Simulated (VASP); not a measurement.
# P2S (P4_2/nmc) in VASP: a series of runs

The runs below take P2S through relaxation of cell and atoms, with PBE.

Everything below comes from runs of VASP 6.6.1. Logs are shortened: lines on timing, memory, paths and dates and some standing lists are left out, and cuts for length are marked.

**1. The structure**

Symmetry: P4_2/nmc, No. 137, tetragonal system. Conventional cell: a = 3.329 Å, b = 3.329 Å, c = 9.199 Å, α = 90.00°, β = 90.00°, γ = 90.00°. P (site symmetry 2mm) has 2 S at 2.46 Å and 4 P at 2.55 Å as nearest neighbours. S (site symmetry -4m2) is surrounded by 4 P at 2.46 Å.

The cell was built by a generator and needn't be a form met in nature.

**2. Relaxation of cell and atoms, PBE, target pressure 5 GPa, at which the enthalpy is minimised**

Input file INCAR:

```
SYSTEM = P2S
PREC     = Accurate       ! precision mode
ENCUT    = 600            ! plane-wave cutoff, eV
EDIFF    = 1E-6           ! SCF threshold, eV
ISMEAR   = -1             ! smearing method
SIGMA    = 0.05           ! smearing width, eV
LREAL    = .FALSE.        ! projectors in reciprocal space
LASPH    = .TRUE.         ! aspherical terms in the spheres
NELM     = 80             ! most SCF steps
ALGO     = Normal         ! electronic algorithm
ISIF     = 3              ! what is computed and relaxed
LWAVE    = .FALSE.        ! write WAVECAR
LCHARG   = .FALSE.        ! write CHGCAR
GGA      = PE             ! functional
IBRION   = 2              ! ionic algorithm
NSW      = 60             ! ionic steps
EDIFFG   = -0.01          ! ionic threshold
PSTRESS  = 50
```

Input file KPOINTS:

```
regular mesh
0
G
  6 6 3
  0 0 0
```

Input file POSCAR:

```
P2S
1.0
    3.3294100000      0.0000000000      0.0000000000
    0.0000000000      3.3294100000      0.0000000000
    0.0000000000      0.0000000000      9.1991400000
P S
4 2
Direct
    0.0000000000      0.5000000000      0.3030700000
    0.0000000000      0.5000000000      0.8030700000
    0.5000000000      0.0000000000      0.6969300000
    0.5000000000      0.0000000000      0.1969300000
    0.0000000000      0.0000000000      0.0000000000
    0.5000000000      0.5000000000      0.5000000000
```

Potentials or basis: VASP PAW PBE potentials, release 64 (P, S).

On the command line:

```bash
> cat potpaw_PBE.64/P/POTCAR potpaw_PBE.64/S/POTCAR > POTCAR
> mpirun -np 1 vasp_std > vasp.out
```

OUTCAR:

```text
SYSTEM = P2S
   PREC = Accurate
   ENCUT = 600
   EDIFF = 1E-6
   ISMEAR = -1
   LREAL = .FALSE.
   LASPH = .TRUE.
   NELM = 80
   ISIF = 3
   GGA = PE
   IBRION = 2
   NSW = 60
   EDIFFG = -0.01
   PSTRESS = 50

 ion  position               nearest neighbor table
   1  0.000  0.500  0.303-   6 2.46   6 2.46   4 2.55   4 2.55   4 2.55   4 2.55
   2  0.000  0.500  0.803-   5 2.46   5 2.46   3 2.55   3 2.55   3 2.55   3 2.55
   3  0.500  0.000  0.697-   6 2.46   6 2.46   2 2.55   2 2.55   2 2.55   2 2.55
   4  0.500  0.000  0.197-   5 2.46   5 2.46   1 2.55   1 2.55   1 2.55   1 2.55
   5  0.000  0.000  0.000-   2 2.46   4 2.46   2 2.46   4 2.46
   6  0.500  0.500  0.500-   1 2.46   3 2.46   3 2.46   1 2.46

  LATTYP: Found a simple tetragonal cell.
 ALAT       =     3.3294100000
 C/A-ratio  =     2.7629940440

  Lattice vectors:

 A1 = (   3.3294100000,   0.0000000000,   0.0000000000)
 A2 = (   0.0000000000,   3.3294100000,   0.0000000000)
 A3 = (   0.0000000000,   0.0000000000,   9.1991400000)

Analysis of symmetry for initial positions (statically):
=====================================================================
 Subroutine PRICEL returns:
 Original cell was already a primitive cell.

 Routine SETGRP: Setting up the symmetry group for a
 simple tetragonal supercell.

 Subroutine GETGRP returns: Found 16 space group operations
 (whereof  8 operations were pure point group operations)
 out of a pool of 16 trial point group operations.

The static configuration has the point symmetry D_2d.
 The point group associated with its full space group is D_4h.

Analysis of symmetry for dynamics (positions and initial velocities):
=====================================================================
 Subroutine PRICEL returns:
 Original cell was already a primitive cell.

 Routine SETGRP: Setting up the symmetry group for a
 simple tetragonal supercell.

 Subroutine GETGRP returns: Found 16 space group operations
 (whereof  8 operations were pure point group operations)
 out of a pool of 16 trial point group operations.

The dynamic configuration has the point symmetry D_2d.
 The point group associated with its full space group is D_4h.

 Subroutine INISYM returns: Found 16 space group operations
 (whereof  8 operations are pure point group operations),
 and found     1 'primitive' translations

----------------------------------------------------------------------------------------

                                     Primitive cell

  volume of cell :     101.9722

  direct lattice vectors                    reciprocal lattice vectors
     3.329410000  0.000000000  0.000000000     0.300353516  0.000000000  0.000000000
     0.000000000  3.329410000  0.000000000     0.000000000  0.300353516  0.000000000
     0.000000000  0.000000000  9.199140000     0.000000000  0.000000000  0.108705814

  length of vectors
     3.329410000  3.329410000  9.199140000     0.300353516  0.300353516  0.108705814

  position of ions in fractional coordinates (direct lattice)
     0.000000000  0.500000000  0.303070000
     0.000000000  0.500000000  0.803070000
     0.500000000  0.000000000  0.696930000
     0.500000000  0.000000000  0.196930000
     0.000000000  0.000000000  0.000000000
     0.500000000  0.500000000  0.500000000

  ion indices of the primitive-cell ions
   primitive index   ion index
                 1           1
                 2           2
                 3           3
                 4           4
                 5           5
                 6           6

----------------------------------------------------------------------------------------

 KPOINTS: regular mesh

Automatic generation of k-mesh.
 Grid dimensions read from file:
 generate k-points for:    6    6    3

 Generating k-lattice:

  Cartesian coordinates                     Fractional coordinates (reciprocal lattice)
     0.050058919  0.000000000  0.000000000     0.166666667  0.000000000  0.000000000
     0.000000000  0.050058919  0.000000000     0.000000000  0.166666667  0.000000000
     0.000000000  0.000000000  0.036235271     0.000000000  0.000000000  0.333333333

  Length of vectors
     0.050058919  0.050058919  0.036235271

  Shift w.r.t. Gamma in fractional coordinates (k-lattice)
     0.000000000  0.000000000  0.000000000

 Subroutine IBZKPT returns following result:
 ===========================================

 Found     20 irreducible k-points:

 Following reciprocal coordinates:
            Coordinates               Weight
  0.000000  0.000000  0.000000      1.000000
  0.166667  0.000000  0.000000      4.000000
  0.333333  0.000000  0.000000      4.000000
  0.500000  0.000000  0.000000      2.000000
  0.166667  0.166667  0.000000      4.000000
  0.333333  0.166667  0.000000      8.000000
[... 12 lines left out ...]
  0.500000  0.333333  0.333333      8.000000
  0.500000  0.500000  0.333333      2.000000
   k-points           NKPTS =     20   k-points in BZ     NKDIM =     20   number of bands    NBANDS=     20
   number of dos      NEDOS =    301   number of ions     NIONS =      6
   total plane-waves  NPLWV =  62720
   dimension x,y,z NGX =    28 NGY =   28 NGZ =   80
   dimension x,y,z NGXF=    56 NGYF=   56 NGZF=  160
   ions per type =               4   2
   NGX,Y,Z   is equivalent  to a cutoff of  13.98, 13.98, 14.46 a.u.
   NGXF,Y,Z  is equivalent  to a cutoff of  27.96, 27.96, 28.92 a.u.
 SYSTEM =  P2S
   PREC   = accura    normal or accurate (medium, high low for compatibility)
   ISTART =      0    job   : 0-new  1-cont  2-samecut
   ICHARG =      2    charge: 1-file 2-atom 10-const
   ISPIN  =      1    spin polarized calculation?
   LNONCOLLINEAR =      F non collinear calculations
   LSORBIT =      F    spin-orbit coupling
   LASPH  =      T    aspherical Exc in radial PAW
   ENCUT  =  600.0 eV  44.10 Ry    6.64 a.u.   6.65  6.65 18.37*2*pi/ulx,y,z
   NELM   =     80;   NELMIN=  2; NELMDL= -5     # of ELM steps
   EDIFF  = 0.1E-05   stopping-criterion for ELM
   LREAL  =      F    real-space projection
   EDIFFG = -.1E-01   stopping-criterion for IOM
   NSW    =     60    number of steps for IOM
   IBRION =      2    ionic relax: 0-MD 1-quasi-New 2-CG
   NFREE  =      1    steps in history (QN), initial steepest desc. (CG)
   ISIF   =      3    stress and relaxation
   ISYM   =      2    0-nonsym 1-usesym 2-fastsym
   POTIM  = 0.5000    time-step for ionic-motion
   TEBEG  =    0.0;   TEEND  =   0.0 temperature during run
   PSTRESS=   50.0 pullay stress
   NELECT =      32.0000    total number of electrons
   NUPDOWN=      -1.0000    fix difference up-down
   EMIN   =  10.00;   EMAX   =-10.00  energy-range for DOS
   EFERMI =   0.00;   METHOD = LEGACY
   ISMEAR =    -1;   SIGMA  =   0.05  broadening in eV -4-tet -1-fermi 0-gaus
   EFERMI_NEDOS =   21; number of points for ismear=-14 and -15
   IALGO  =     38    algorithm
   IMIX   =      4    mixing-type and parameters
     AMIX     =   0.40;   BMIX     =  1.00
     AMIX_MAG =   1.60;   BMIX_MAG =  1.00
  volume/ion in A,a.u.               =      17.00       114.69
  Fermi-wavevector in a.u.,A,eV,Ry     =   1.112494  2.102308 16.839145  1.237642
  Thomas-Fermi vector in A             =   2.249068
   LORBIT       =      0    0 simple, 1 ext, 2 COOP (PROOUT), +10 PAW based schemes
   GGA     = PE    functional components
   LHFCALC =     F    Hartree Fock is set to
   AEXX    =    0.0000 exact exchange contribution
   IVDW    =     0    specifies the selected vdW correction
   LEPSILON=     F    determine dielectric tensor
   LRPA    =     F    only Hartree local field effects (RPA)
 conjugate gradient relaxation of ions
 non-spin polarized calculation
  energy-cutoff  :      600.00
  volume of cell :      101.97
 maximum number of plane-waves:      3445
 NGX is ok and might be reduce to    28
   NGX = 13   NGY = 13   NGZ = 37

--------------------------------------- Ionic step        1  -------------------------------------------

 number of electron      31.9999996 magnetization

 Free energy of the ion-electron system (eV)
  ---------------------------------------------------
  ext. energy  EPLUGINS =         0.00000000
  ---------------------------------------------------
  free energy    TOTEN  =       -26.73552070 eV

  energy without entropy =      -26.69137916  energy(sigma->0) =      -26.71344993

------------------------ aborting loop because EDIFF is reached ----------------------------------------

  FORCE on cell =-STRESS in cart. coord.  units (eV):
  Direction    XX          YY          ZZ          XY          YZ          ZX
  --------------------------------------------------------------------------------------
  -------------------------------------------------------------------------------------
  Total        0.6610315      0.6610315     -0.3101327      0.0000000      0.0000000      0.0000000
  in kB       10.3860631     10.3860631     -4.8727742      0.0000000      0.0000000      0.0000000
  external PRESSURE =     -44.7002160 kB  Pullay stress =      50.0000000 kB
[... 105 lines left out ...]
  FREE ENERGIE OF THE ION-ELECTRON SYSTEM (eV)
  ---------------------------------------------------
  free  energy   TOTEN  =       -26.6507505362 eV

  energy  without entropy=      -26.6038682418  energy(sigma->0) =      -26.62730939

  enthalpy is  TOTEN    =       -23.6313913244 eV   P V=        3.0193592118

[... ionic steps 4 to 8 ...]

--------------------------------------- Ionic step        9  -------------------------------------------

 number of electron      31.9999995 magnetization

------------------------ aborting loop because EDIFF is reached ----------------------------------------

  FORCE on cell =-STRESS in cart. coord.  units (eV):
  Direction    XX          YY          ZZ          XY          YZ          ZX
  --------------------------------------------------------------------------------------
  -------------------------------------------------------------------------------------
  Total        3.1171699      3.1171699      2.8758220      0.0000000      0.0000000     -0.0000000
  in kB       51.7157839     51.7157839     47.7116732      0.0000000      0.0000000     -0.0000000
  external PRESSURE =       0.3810803 kB  Pullay stress =      50.0000000 kB
[... 69 lines left out ...]
  enthalpy is  TOTEN    =       -23.6593644407 eV   P V=        3.0152617282

--------------------------------------- Ionic step       11  -------------------------------------------

 number of electron      31.9999995 magnetization

 Free energy of the ion-electron system (eV)
  ---------------------------------------------------
  ext. energy  EPLUGINS =         0.00000000
  ---------------------------------------------------
  free energy    TOTEN  =       -26.67778982 eV

  energy without entropy =      -26.64466318  energy(sigma->0) =      -26.66122650

 E-fermi :   8.2823     XC(G=0): -10.7518

 val. band max:        8.1890856173   @ k =   0.5000   0.1667   0.3333
 cond. band min:       8.3256598170   @ k =   0.3333   0.1667   0.3333
 fundamental gap:      0.1365741997
 Fermi energy:         8.2823351087

 k-point     1 :       0.0000    0.0000    0.0000
  band No.  band energies     occupation
      1      -8.5468      2.00000
      2      -6.9708      2.00000
      3      -6.8274      2.00000
      4      -3.0556      2.00000
      5      -0.9638      2.00000
      6       3.6859      2.00000
[... 12 lines left out ...]
     19       9.5062      0.00000
[... 469 lines left out ...]
  FREE ENERGIE OF THE ION-ELECTRON SYSTEM (eV)
  ---------------------------------------------------
  free  energy   TOTEN  =       -26.6777898198 eV

  energy  without entropy=      -26.6446631794  energy(sigma->0) =      -26.66122650

  enthalpy is  TOTEN    =       -23.6599802468 eV   P V=        3.0178095730

 reached required accuracy - stopping structural energy minimisation
```

It took 3.2 min on 1 thread of AMD EPYC 9R45 (Zen 5), shared host; peak memory 0.22 GiB.

What came out:

```yaml
Free_energy: -26.6778 eV
Relaxed_volume: 16.12 Å³/atom
Relaxed_cell: a = 3.311 Å, b = 3.311 Å, c = 8.821 Å, α = 90.00°, β = 90.00°, γ = 90.00°
Space_group_after_relaxing_to_0.05_Å: P4_2/nmc (No. 137)
Energy_change_on_relaxing_the_enthalpy_is_what_falls: +9.6 meV/atom
Ionic_steps: 11
Pressure_after_relaxing: 5.0 GPa
Largest_force_after_relaxing: 0.003 eV/Å
Band_gap_on_the_k_mesh: none (metal or under the smearing width)
```

Forces in eV/Å, atoms in the order of the input:
```
P    0.000  0.000 -0.003
P    0.000  0.000 -0.003
P    0.000  0.000  0.003
P    0.000  0.000  0.003
S    0.000  0.000  0.000
S    0.000  0.000  0.000
```

The path:
```tsv
step	energy change (eV)	largest force (eV/Å)	pressure (GPa)	volume (Å³)
1	0.0000	0.0802	0.53	101.97
2	0.1438	0.1781	6.75	95.13
3	0.0848	0.1532	5.11	96.75
4	0.0813	0.1377	5.14	96.71
5	0.0722	0.0722	5.14	96.60
6	0.0779	0.1535	5.03	96.37
7	0.0698	0.0345	5.08	96.49
8	0.0644	0.0566	5.05	96.55
9	0.0634	0.0656	5.04	96.57
10	0.0609	0.0406	5.04	96.62
11	0.0577	0.0030	5.04	96.70
```

Final structure:
```
CELL_PARAMETERS angstrom
3.31099 0.00000 0.00000
0.00000 3.31099 0.00000
0.00000 0.00000 8.82097
ATOMIC_POSITIONS crystal
P 0.00000 0.50000 0.29751
P 0.00000 0.50000 0.79751
P 0.50000 0.00000 0.70249
P 0.50000 0.00000 0.20249
S 0.00000 0.00000 0.00000
S 0.50000 0.50000 0.50000
```

Caveat: the cell is relaxed towards a set pressure, so the enthalpy falls and the energy may rise.

**3. Relaxation of cell and atoms, PBE, target pressure 10 GPa, at which the enthalpy is minimised**

INCAR: that of step 2 with these lines changed.

```diff
@@ -17,2 +17,2 @@
 EDIFFG   = -0.01          ! ionic threshold
-PSTRESS  = 50
+PSTRESS  = 100
```

KPOINTS is that of step 2.

POSCAR is that of step 2.

Potentials or basis: VASP PAW PBE potentials, release 64 (P, S).

On the command line:

```bash
> cat potpaw_PBE.64/P/POTCAR potpaw_PBE.64/S/POTCAR > POTCAR
> mpirun -np 1 vasp_std > vasp.out
```

It took 4.6 min on 1 thread of AMD EPYC 9R45 (Zen 5), shared host; peak memory 0.22 GiB.

It converged, with:

```
Free energy                                            : -26.4451 eV
Relaxed volume                                         : 15.28 Å³/atom
Relaxed cell                                           : a = 3.249 Å, b = 3.249 Å, c = 8.687 Å, α = 90.00°, β = 90.00°, γ = 90.00°
Space group after relaxing (to 0.05 Å)                 : P4_2/nmc (No. 137)
Energy change on relaxing (the enthalpy is what falls) : +48.4 meV/atom
Ionic steps                                            : 18
Pressure after relaxing                                : 10.0 GPa
Largest force after relaxing                           : 0.003 eV/Å
Band gap on the k mesh                                 : none (metal or under the smearing width)
```

Forces in eV/Å, atoms in the order of the input:
```
P    0.000  0.000 -0.003
P    0.000  0.000 -0.003
P    0.000  0.000  0.003
P    0.000  0.000  0.003
S    0.000  0.000  0.000
S    0.000  0.000  0.000
```

Stress tensor (GPa, compression positive):
```
 9.94  0.00  0.00
 0.00  9.94  0.00
 0.00  0.00 10.05
```

Step by step:
| step | energy change (eV) | largest force (eV/Å) | pressure (GPa) | volume (Å³) |
| --- | --- | --- | --- | --- |
| 1 | 0.0000 | 0.0802 | 0.53 | 101.97 |
| 2 | 0.6240 | 0.2518 | 14.63 | 87.85 |
| 3 | 0.3150 | 0.2020 | 10.05 | 91.87 |
| 4 | 0.3029 | 0.1985 | 9.84 | 92.06 |
| 5 | 0.3061 | 0.1105 | 9.78 | 91.87 |
| 6 | 0.3161 | 0.0055 | 9.81 | 91.66 |
| 7 | 0.3156 | 0.0098 | 9.82 | 91.66 |
| 8 | 0.3321 | 0.0133 | 10.13 | 91.40 |
| 9 | 0.3278 | 0.0123 | 10.05 | 91.47 |
| 10 | 0.3274 | 0.0164 | 10.07 | 91.47 |
| 11 | 0.3261 | 0.0301 | 10.12 | 91.48 |
| 12 | 0.3226 | 0.0599 | 10.21 | 91.51 |
| 13 | 0.3120 | 0.0931 | 10.28 | 91.55 |
| 14 | 0.2955 | 0.0225 | 10.10 | 91.62 |
| 15 | 0.2949 | 0.0054 | 10.06 | 91.63 |
| 16 | 0.2950 | 0.0110 | 10.07 | 91.62 |
| 17 | 0.2553 | 0.0618 | 9.26 | 92.30 |
| 18 | 0.2905 | 0.0030 | 9.98 | 91.70 |

Final structure:
```
CELL_PARAMETERS angstrom
3.24896 0.00000 0.00000
0.00000 3.24896 0.00000
0.00000 0.00000 8.68674
ATOMIC_POSITIONS crystal
P 0.00000 0.50000 0.29605
P 0.00000 0.50000 0.79605
P 0.50000 0.00000 0.70395
P 0.50000 0.00000 0.20395
S 0.00000 0.00000 0.00000
S 0.50000 0.50000 0.50000
```

Levels at points of the mesh, in eV from the Fermi level:
```csv
k point,band 12,band 13,band 14,band 15,band 16,band 17,band 18,band 19,band 20
"(0.00, 0.00, 0.00)",-2.83,-2.81,-2.81,-0.84,0.12,0.12,0.94,1.29,1.42
"(0.50, 0.00, 0.00)",-2.91,-0.55,-0.55,0.09,0.09,0.95,0.95,1.17,1.17
"(0.50, 0.50, 0.00)",-6.43,-3.86,-3.86,-2.79,-2.79,-1.00,-1.00,1.30,1.30
```

Caveat: the cell is relaxed towards a set pressure, so the enthalpy falls and the energy may rise.
